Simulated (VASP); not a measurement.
Input:

```yaml
crystal:
  lattice:
    - [2.59356, 1.49739, 4.54409]
    - [-2.59356, 1.49739, 4.54409]
    - [0.00000, -2.99479, 4.54409]
  atoms:
    - { symbol: Li, position: [0.25000, 0.25000, 0.25000] }
    - { symbol: Li, position: [0.75000, 0.75000, 0.75000] }
    - { symbol: Nb, position: [0.50000, 0.50000, 0.50000] }
    - { symbol: Nb, position: [0.00000, 0.00000, 0.00000] }
    - { symbol: O, position: [0.13055, 0.36945, 0.75000] }
    - { symbol: O, position: [0.86945, 0.63055, 0.25000] }
    - { symbol: O, position: [0.75000, 0.13055, 0.36945] }
    - { symbol: O, position: [0.25000, 0.86945, 0.63055] }
    - { symbol: O, position: [0.36945, 0.75000, 0.13055] }
    - { symbol: O, position: [0.63055, 0.25000, 0.86945] }
```

These are PBEsol GGA, VASP's PBE PAW potentials (set 64) (plane waves; VASP) values and carry that method's errors. Run with 520 eV cut-off, Gaussian smearing of 0.050 eV, potentials Li_sv Nb_sv O.

Problem. Give the energies of bands 25 to 38 at the high-symmetry points, in eV from the valence-band maximum.

Solution. 
```csv
band,Γ,T,H2,L,S0,F
25,-1.69,-2.93,-1.91,-2.77,-2.20,-1.94
26,-1.37,-2.93,-1.91,-2.77,-2.06,-1.93
27,-0.76,-2.42,-1.62,-2.49,-1.50,-1.62
28,-0.47,-2.42,-1.62,-2.49,-1.46,-1.42
29,-0.47,-0.59,-1.09,-0.51,-1.16,-1.26
30,-0.27,-0.59,-1.09,-0.51,-1.02,-1.10
31,-0.27,-0.33,-0.79,-0.29,-0.95,-0.94
32,-0.23,-0.33,-0.79,-0.29,-0.59,-0.43
33,-0.23,-0.33,-0.36,-0.24,-0.42,-0.30
34,-0.06,-0.33,-0.36,-0.24,-0.19,-0.28
35,2.58,4.23,3.54,4.20,3.13,2.54
36,2.58,4.23,3.54,4.20,3.78,3.68
37,2.75,4.54,4.26,4.25,4.23,4.05
38,4.79,4.54,4.26,4.25,4.34,4.45
```

The gap is indirect, 2.54 eV, from the valence maximum at Γ-S0 at 0.45 to the conduction minimum at F.

The structure comes from a computed database's LiNbO3 entry (R-3c); how it stands against other phases isn't given here. It was relaxed first.
